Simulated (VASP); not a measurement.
A convergence study with VASP on Ru (hcp): a few settings are varied, all else stays as given below, so the limit is that of these other settings. The cell's lengths are 1 % over those of the tabulated start and one atom is moved, so it is off equilibrium.

```
Ru
1.0
    1.36855    -2.37040     0.00000
    1.36855     2.37040     0.00000
    0.00000     0.00000     4.32280
Ru
2
Direct
  0.33333   0.66667   0.25000
  0.68881   0.35547   0.75000
```

These are PBEsol GGA, VASP's PBE PAW potentials (set 64) (plane waves; VASP) values and carry that method's errors. The last row used: 900 eV cut-off, 13×13×8 Γ-centred mesh, first-order Methfessel-Paxton smearing of 0.10 eV, potentials Ru_sv.

Energies of different potentials or hybrids have different zeros.

```
setting                    E (eV/atom)  pressure (GPa)  largest force (eV/Å)  plane waves
-------------------------  -----------  --------------  --------------------  -----------
ENCUT = 300, POTCAR Ru_pv            …               …                 0.379          341
ENCUT = 400, POTCAR Ru_pv     -10.1278          -16.56                 0.379          537
ENCUT = 520, POTCAR Ru_pv     -10.1280          -15.79                 0.378          772
ENCUT = 700, POTCAR Ru_pv     -10.1284          -15.68                 0.379         1194
ENCUT = 900, POTCAR Ru_pv     -10.1283          -15.63                 0.379         1743
ENCUT = 300, POTCAR Ru        -10.1490          -18.43                 0.369          341
ENCUT = 400, POTCAR Ru               …               …                 0.368          537
ENCUT = 520, POTCAR Ru        -10.1452          -17.79                 0.368          772
ENCUT = 700, POTCAR Ru        -10.1453          -17.73                 0.368         1194
ENCUT = 900, POTCAR Ru        -10.1452          -17.68                 0.368         1743
ENCUT = 300, POTCAR Ru_sv     -10.1879          -26.18                 0.388          341
ENCUT = 400, POTCAR Ru_sv     -10.1825          -17.26                 0.381          537
ENCUT = 520, POTCAR Ru_sv     -10.1747          -16.34                 0.378          772
ENCUT = 700, POTCAR Ru_sv     -10.1746          -15.94                 0.378         1194
ENCUT = 900, POTCAR Ru_sv     -10.1747          -15.82                 0.378         1743
```

Question: What belongs in the gaps?

Answer: 
- ENCUT = 300, POTCAR Ru_pv, E (eV/atom): -10.1403
- ENCUT = 300, POTCAR Ru_pv, pressure (GPa): -16.50
- ENCUT = 400, POTCAR Ru, E (eV/atom): -10.1454
- ENCUT = 400, POTCAR Ru, pressure (GPa): -17.75

Left out are rungs that failed or repeat a setting and relaxations that didn't move; long series are thinned to 24 rows.

The compound is Ru in the hcp structure. The cell was not relaxed at this level, it is distorted from the ideal structure.
